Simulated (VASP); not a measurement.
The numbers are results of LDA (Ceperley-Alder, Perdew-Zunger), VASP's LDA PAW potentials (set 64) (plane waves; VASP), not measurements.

A VASP calculation is set up with these files.

File KPOINTS:
```
Automatic mesh
0
Gamma
5 5 3
0 0 0
```

INCAR:
```
! general
SYSTEM  = Ge
PREC    = Accurate
ENCUT   = 300
LREAL   = .FALSE.
LASPH   = .TRUE.

! electronic loop
EDIFF   = 1E-6
NELM    = 100
ALGO    = Normal
LMAXMIX = 4

! smearing
ISMEAR  = -1
SIGMA   = 0.1

! ions
ISIF    = 2

! output
LWAVE   = .FALSE.
LCHARG  = .FALSE.
```

File POSCAR:
```
Ge
13.198760
  0.3028761793   0.0000000000   0.0000000000
 -0.1514380896   0.2622984280   0.0000000000
  0.0000000000   0.0000000000   0.5000000000
Ge
4
direct
  0.6629990000   0.3233610000   0.0675460000
  0.3338800000   0.6762780000   0.9406670000
  0.3287380000   0.6645980000   0.5604040000
  0.6743840000   0.3357620000   0.4313830000
```

POTCAR, in this order: Ge_d (LDA.64 set). Program: vasp_std.

### Question
What will the output report for the number of irreducible k-points (NKPTS), largest plane-wave count, number of space-group operations, FFT grid (NGX, NGY, NGZ)?

### Answer

```json
{
 "number of irreducible k-points (NKPTS)": "38",
 "largest_plane_wave_count": "1099",
 "number_of_space_group_operations": "1",
 "FFT grid (NGX, NGY, NGZ)": "24 × 24 × 40"
}
```

The structure comes from a computed database's Ge entry; how it stands against other phases isn't given here. The cell was not relaxed at this level, atoms are displaced from their ideal sites. The run is one of a series of settings (GGA removed, POTCAR Ge_d (LDA.64 set) against the base run), some of them coarse on purpose.
